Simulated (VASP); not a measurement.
Output of a VASP run:

**OUTCAR**
```
 ion  position               nearest neighbor table
   1  0.000  0.000  0.500-   3 2.99   4 2.99   4 2.99   3 2.99   4 2.99   3 2.99
   2  0.000  0.000  0.000-   3 2.99   4 2.99   4 2.99   3 2.99   4 2.99   3 2.99
   3  0.333  0.667  0.250-   1 2.99   2 2.99   1 2.99   2 2.99   1 2.99   2 2.99
   4  0.667  0.333  0.750-   1 2.99   2 2.99   1 2.99   2 2.99   1 2.99   2 2.99
  LATTYP: Found a hexagonal cell.
 ALAT       =     2.9644079119
 C/A-ratio  =     3.3027140242
 Subroutine PRICEL returns:
 Original cell was already a primitive cell.
 Subroutine GETGRP returns: Found 24 space group operations
The static configuration has the point symmetry D_3d.
 The point group associated with its full space group is D_6h.
The dynamic configuration has the point symmetry D_3d.
 Subroutine INISYM returns: Found 24 space group operations
 Subroutine IBZKPT returns following result:
 Found     38 irreducible k-points:

 Following reciprocal coordinates:
            Coordinates               Weight
  0.000000  0.000000  0.000000      1.000000
  0.083333  0.000000  0.000000      6.000000
  0.166667  0.000000  0.000000      6.000000
  0.250000  0.000000  0.000000      6.000000
  0.333333  0.000000  0.000000      6.000000
  0.416667  0.000000  0.000000      6.000000
  0.500000  0.000000  0.000000      3.000000
  0.083333  0.083333  0.000000      6.000000
  0.166667  0.083333  0.000000     12.000000
  0.250000  0.083333  0.000000     12.000000
  0.333333  0.083333  0.000000     12.000000
  0.416667  0.083333  0.000000     12.000000
  0.166667  0.166667  0.000000      6.000000
  0.250000  0.166667  0.000000     12.000000
  0.333333  0.166667  0.000000     12.000000
  0.416667  0.166667  0.000000      6.000000
  0.250000  0.250000  0.000000      6.000000
  0.333333  0.250000  0.000000     12.000000
  0.333333  0.333333  0.000000      2.000000
  0.000000  0.000000  0.333333      2.000000
  0.083333  0.000000  0.333333     12.000000
  0.166667  0.000000  0.333333     12.000000
  0.250000  0.000000  0.333333     12.000000
  0.333333  0.000000  0.333333     12.000000
  0.416667  0.000000  0.333333     12.000000
  0.500000  0.000000  0.333333      6.000000
  0.083333  0.083333  0.333333     12.000000
  0.166667  0.083333  0.333333     24.000000
  0.250000  0.083333  0.333333     24.000000
  0.333333  0.083333  0.333333     24.000000
  0.416667  0.083333  0.333333     24.000000
  0.166667  0.166667  0.333333     12.000000
  0.250000  0.166667  0.333333     24.000000
  0.333333  0.166667  0.333333     24.000000
  0.416667  0.166667  0.333333     12.000000
  0.250000  0.250000  0.333333     12.000000
  0.333333  0.250000  0.333333     24.000000
  0.333333  0.333333  0.333333      4.000000
   k-points           NKPTS =     38   k-points in BZ     NKDIM =     38   number of bands    NBANDS=     26
   number of dos      NEDOS =    301   number of ions     NIONS =      4
   total plane-waves  NPLWV =  41472
   dimension x,y,z NGX =    24 NGY =   24 NGZ =   72
   dimension x,y,z NGXF=    48 NGYF=   48 NGZF=  144
   ions per type =               4
   PREC   = accura    normal or accurate (medium, high low for compatibility)
   ISTART =      0    job   : 0-new  1-cont  2-samecut
   ICHARG =      2    charge: 1-file 2-atom 10-const
   ISPIN  =      1    spin polarized calculation?
   LNONCOLLINEAR =      F non collinear calculations
   LSORBIT =      F    spin-orbit coupling
   INIWAV =      1    electr: 0-lowe 1-rand  2-diag
   ENCUT  =  500.0 eV  36.75 Ry    6.06 a.u.   5.40  5.40 17.85*2*pi/ulx,y,z
   NELM   =    100;   NELMIN=  2; NELMDL= -5     # of ELM steps
   EDIFF  = 0.1E-05   stopping-criterion for ELM
   LREAL  =      F    real-space projection
   NLSPLINE    = F    spline interpolate recip. space projectors
   LMAXMIX     =    6 max onsite mixed and CHGCAR
   VOSKOWN=      0    Vosko Wilk Nusair interpolation
   EDIFFG = -.2E-01   stopping-criterion for IOM
   NSW    =     40    number of steps for IOM
...
```

**OSZICAR**
```
...
DAV:   5    -0.177563746245E+02   -0.59140E-05   -0.89393E-05  3848   0.871E-02    0.142E-02
DAV:   6    -0.177563742420E+02    0.38251E-06   -0.21885E-05  2698   0.461E-02    0.608E-03
DAV:   7    -0.177563741822E+02    0.59712E-07   -0.55808E-06  2334   0.272E-02
   4 F= 0.32149179E+01 E0= 0.32149826E+01  d E =-.681626E-03
       N       E                     dE             d eps       ncg     rms          rms(c)
DAV:   1    -0.177753024933E+02   -0.18928E-01   -0.45619E-02  3492   0.412E+00    0.140E-01
DAV:   2    -0.177747609850E+02    0.54151E-03   -0.21341E-03  3566   0.555E-01    0.617E-02
DAV:   3    -0.177746050693E+02    0.15592E-03   -0.71309E-04  3730   0.310E-01    0.150E-02
DAV:   4    -0.177746073117E+02   -0.22423E-05   -0.42190E-05  3238   0.637E-02    0.716E-03
DAV:   5    -0.177746076080E+02   -0.29632E-06   -0.53921E-06  2214   0.259E-02
   5 F= 0.32147750E+01 E0= 0.32148233E+01  d E =-.824485E-03
       N       E                     dE             d eps       ncg     rms          rms(c)
DAV:   1    -0.177755132493E+02   -0.90594E-03   -0.11291E-04  3550   0.219E-01    0.602E-03
DAV:   2    -0.177755123802E+02    0.86906E-06   -0.35430E-06  2128   0.255E-02
   6 F= 0.32147749E+01 E0= 0.32148229E+01  d E =-.824566E-03
       N       E                     dE             d eps       ncg     rms          rms(c)
DAV:   1    -0.177984879494E+02   -0.22975E-01   -0.68243E-02  3512   0.503E+00    0.172E-01
DAV:   2    -0.177976676373E+02    0.82031E-03   -0.32249E-03  3584   0.684E-01    0.755E-02
DAV:   3    -0.177974346080E+02    0.23303E-03   -0.10799E-03  3718   0.379E-01    0.185E-02
DAV:   4    -0.177974382283E+02   -0.36203E-05   -0.65232E-05  3366   0.799E-02    0.889E-03
DAV:   5    -0.177974388038E+02   -0.57553E-06   -0.91453E-06  2432   0.314E-02
   7 F= 0.32149908E+01 E0= 0.32150703E+01  d E =-.608713E-03
       N       E                     dE             d eps       ncg     rms          rms(c)
DAV:   1    -0.177784014814E+02    0.19037E-01   -0.57160E-02  3484   0.460E+00    0.158E-01
DAV:   2    -0.177777076423E+02    0.69384E-03   -0.26832E-03  3548   0.621E-01    0.695E-02
DAV:   3    -0.177775084313E+02    0.19921E-03   -0.90789E-04  3734   0.349E-01    0.167E-02
DAV:   4    -0.177775112647E+02   -0.28334E-05   -0.52985E-05  3342   0.714E-02    0.792E-03
DAV:   5    -0.177775115463E+02   -0.28158E-06   -0.74605E-06  2356   0.285E-02
   8 F= 0.32147778E+01 E0= 0.32148245E+01  d E =-.821679E-03
       N       E                     dE             d eps       ncg     rms          rms(c)
DAV:   1    -0.177765649840E+02    0.94628E-03   -0.12208E-04  3558   0.229E-01    0.618E-03
DAV:   2    -0.177765641665E+02    0.81755E-06   -0.42046E-06  2348   0.259E-02
   9 F= 0.32147759E+01 E0= 0.32148232E+01  d E =-.823585E-03
       N       E                     dE             d eps       ncg     rms          rms(c)
DAV:   1    -0.177558131751E+02    0.20752E-01   -0.21292E-02  3472   0.257E+00    0.123E-01
DAV:   2    -0.177554700052E+02    0.34317E-03   -0.12980E-03  3318   0.444E-01    0.454E-02
DAV:   3    -0.177553956823E+02    0.74323E-04   -0.33344E-04  3602   0.221E-01    0.112E-02
DAV:   4    -0.177553958907E+02   -0.20839E-06   -0.24317E-05  3002   0.460E-02    0.524E-03
DAV:   5    -0.177553960381E+02   -0.14735E-06   -0.46449E-06  2172   0.254E-02
  10 F= 0.32147294E+01 E0= 0.32147881E+01  d E =-.465446E-04
```

**OUTCAR**
```
------------------------ aborting loop because EDIFF is reached ----------------------------------------
  FORCE on cell =-STRESS in cart. coord.  units (eV):
  Direction    XX          YY          ZZ          XY          YZ          ZX
  --------------------------------------------------------------------------------------
  Total       20.9927858     20.9929047     20.9682812     -0.0000000      0.0000000      0.0000000
  in kB      450.4862709    450.4888229    449.9604255     -0.0000000      0.0000000      0.0000000
  external PRESSURE =       0.3118398 kB  Pullay stress =     450.0000000 kB
  volume of cell :       74.66
      direct lattice vectors                 reciprocal lattice vectors
     1.488632136 -2.578393796  0.000000000     0.335878817 -0.193919176 -0.000000000
     1.488632136  2.578393796  0.000000000     0.335878817  0.193919176  0.000000000
     0.000000000 -0.000000000  9.725959645    -0.000000000 -0.000000000  0.102817618
 POSITION                                       TOTAL-FORCE (eV/Angst)
 -----------------------------------------------------------------------------------
      0.00000     -0.00000      4.86298         0.000000      0.000000      0.000000
      0.00000      0.00000      0.00000         0.000000      0.000000      0.000000
      1.48863      0.85947      2.43149        -0.000000      0.000000     -0.000000
      1.48863     -0.85947      7.29447         0.000000     -0.000000      0.000000
 -----------------------------------------------------------------------------------
    total drift:                               -0.000000     -0.000000      0.000000
  FREE ENERGIE OF THE ION-ELECTRON SYSTEM (eV)
  ---------------------------------------------------
  free  energy   TOTEN  =       -17.7553960381 eV

  energy  without entropy=      -17.7552197574  energy(sigma->0) =      -17.75533728
  enthalpy is  TOTEN    =         3.2147293791 eV   P V=       20.9701254171

 reached required accuracy - stopping structural energy minimisation
```
(Selected blocks of OUTCAR.)

File POSCAR:
```
La
1
    1.4822025514    -2.5672533698    -0.0000000000
    1.4822025514     2.5672533698    -0.0000000000
   -0.0000000000     0.0000000000     9.7905915841
La
4
Direct
  0.0000000000   0.0000000000   0.5000000000
  0.0000000000   0.0000000000   0.0000000000
  0.3333330000   0.6666670000   0.2500000000
  0.6666670000   0.3333330000   0.7500000000
```

Problem. Reconstruct the remaining input files.

Solution. One answer among several that fit: the input of the run itself, LDA (Ceperley-Alder, Perdew-Zunger), plane waves, VASP's LDA PAW potentials (set 64).

File KPOINTS:
```
Automatic mesh
0
Gamma
12 12 3
0 0 0
```

### INCAR
```
ALGO  =  Normal
EDIFF  =  1E-6
EDIFFG  =  -0.02
ENCUT  =  500
IBRION  =  2
ISIF  =  3
ISMEAR  =  1
LASPH  =  .TRUE.
LCHARG  =  .FALSE.
LMAXMIX  =  6
LREAL  =  .FALSE.
LWAVE  =  .FALSE.
NELM  =  100
NSW  =  40
PREC  =  Accurate
PSTRESS  =  450
SIGMA  =  0.1
SYSTEM  =  La
```

POTCAR, in this order: La (LDA.64 set). Program: vasp_std.

The compound is La in the dhcp structure. This run relaxes it under an external pressure of 45 GPa. Symmetry was kept, so distortions that lower it aren't found.
